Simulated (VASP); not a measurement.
```yaml
crystal:
  lattice:
    - [1.41918, -2.45809, 0.00000]
    - [1.41918, 2.45809, 0.00000]
    - [0.00000, 0.00000, 4.49786]
  atoms:
    - { symbol: Ti, position: [0.33333, 0.66667, 0.25000] }
    - { symbol: Ti, position: [0.66667, 0.33333, 0.75000] }
```

All values below come from PBEsol GGA, VASP's PBE PAW potentials (set 64) (plane waves; VASP). Run with 520 eV cut-off, 14×14×8 Γ-centred mesh, first-order Methfessel-Paxton smearing of 0.10 eV, potentials Ti_sv.

### Question
Give the stress tensor in GPa (positive for a compressed cell).

### Answer

```
8.15  0.00  0.00
0.00  8.15  0.00
0.00  0.00  8.13
```
The pressure is its mean diagonal, 8.15 GPa.

The compound is Ti in the hcp structure. This cell is one point of a volume scan, at 0.94 of the reference volume.
